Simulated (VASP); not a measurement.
Output of a VASP run:

**OSZICAR**
```
       N       E                     dE             d eps       ncg     rms          rms(c)
DAV:   1    -0.389864212581E+01   -0.38986E+01   -0.18217E+03  2940   0.537E+02
DAV:   2    -0.845932162810E+01   -0.45607E+01   -0.43322E+01  4236   0.514E+01
DAV:   3    -0.848016198355E+01   -0.20840E-01   -0.20841E-01  3552   0.389E+00
DAV:   4    -0.848016846453E+01   -0.64810E-05   -0.64807E-05  4266   0.664E-02
DAV:   5    -0.848016846587E+01   -0.13399E-08   -0.24089E-08  3510   0.621E-04    0.131E+00
DAV:   6    -0.843635406718E+01    0.43814E-01   -0.31183E-03  3234   0.551E-01    0.795E-01
DAV:   7    -0.841649115240E+01    0.19863E-01   -0.50236E-03  3306   0.683E-01    0.219E-02
DAV:   8    -0.841648181946E+01    0.93329E-05   -0.11477E-05  4368   0.391E-02    0.568E-03
DAV:   9    -0.841648063863E+01    0.11808E-05   -0.62315E-07  3096   0.876E-03    0.528E-04
DAV:  10    -0.841648063130E+01    0.73301E-08   -0.47370E-09  2124   0.782E-04
   1 F= -.79598970E+01 E0= -.79598797E+01  d E =-.795990E+01
       N       E                     dE             d eps       ncg     rms          rms(c)
DAV:   1    -0.841593374418E+01    0.54689E-03   -0.65066E-04  3684   0.180E-01    0.981E-03
DAV:   2    -0.841593278051E+01    0.96368E-06   -0.24609E-06  3288   0.139E-02
   2 F= -.79599656E+01 E0= -.79599492E+01  d E =-.686219E-04
```

**OUTCAR**
```
------------------------ aborting loop because EDIFF is reached ----------------------------------------
  FORCE on cell =-STRESS in cart. coord.  units (eV):
  Direction    XX          YY          ZZ          XY          YZ          ZX
  --------------------------------------------------------------------------------------
  Total        0.4509233      0.4509232      0.4582510      0.0000000      0.0000000     -0.0000000
  in kB       49.4469083     49.4468999     50.2504446      0.0000000      0.0000000     -0.0000000
  external PRESSURE =      -0.2852491 kB  Pullay stress =      50.0000000 kB
  volume of cell :       14.61
      direct lattice vectors                 reciprocal lattice vectors
     1.100657751 -1.906394984 -0.000000000     0.454273819 -0.262275134  0.000000000
     1.100657751  1.906394984 -0.000000000     0.454273819  0.262275134  0.000000000
     0.000000000  0.000000000  3.481600539     0.000000000  0.000000000  0.287224220
 POSITION                                       TOTAL-FORCE (eV/Angst)
 -----------------------------------------------------------------------------------
      1.10066      0.63547      0.87040        -0.000000      0.000000      0.000000
      1.10066     -0.63547      2.61120         0.000000     -0.000000      0.000000
 -----------------------------------------------------------------------------------
    total drift:                                0.000000     -0.000002      0.000005
  FREE ENERGIE OF THE ION-ELECTRON SYSTEM (eV)
  ---------------------------------------------------
  free  energy   TOTEN  =        -8.4159327805 eV

  energy  without entropy=       -8.4158835884  energy(sigma->0) =       -8.41591638
  enthalpy is  TOTEN    =        -7.9599656451 eV   P V=        0.4559671355

 reached required accuracy - stopping structural energy minimisation
```
(Selected blocks of OUTCAR.)

### POSCAR
```
Be
1
    1.1018501491    -1.9084602816    -0.0000000000
    1.1018501491     1.9084602816     0.0000000000
    0.0000000000     0.0000000000     3.4787661653
Be
2
Direct
  0.3333330000   0.6666670000   0.2500000000
  0.6666670000   0.3333330000   0.7500000000
```

Task: Reconstruct the remaining input files.

Result: This is not unique; one that fits is the input of the run itself, LDA (Ceperley-Alder, Perdew-Zunger), plane waves, VASP's LDA PAW potentials (set 64).

INCAR:
```
ENCUT  =  500   ! plane-wave cut-off (eV)
SIGMA  =  0.1
SYSTEM  =  Be
EDIFFG  =  -0.02   ! ionic stop
ISMEAR  =  1   ! Methfessel-Paxton
EDIFF  =  1E-6
PSTRESS  =  50
ISIF  =  3   ! ions, shape and volume
PREC  =  Accurate
LCHARG  =  .FALSE.
LASPH  =  .TRUE.
LREAL  =  .FALSE.   ! projection in real space or not
NELM  =  100   ! most electronic steps
NSW  =  40
ALGO  =  Normal   ! blocked Davidson
IBRION  =  2   ! conjugate gradients
LWAVE  =  .FALSE.
```

**KPOINTS**
```
Automatic mesh
0
Gamma
19 19 11
0 0 0
```

POTCAR, in this order: Be (LDA.64 set). Program: vasp_std.

The compound is Be in the hcp structure. This run relaxes it under an external pressure of 5 GPa. Symmetry was kept, so distortions that lower it aren't found.
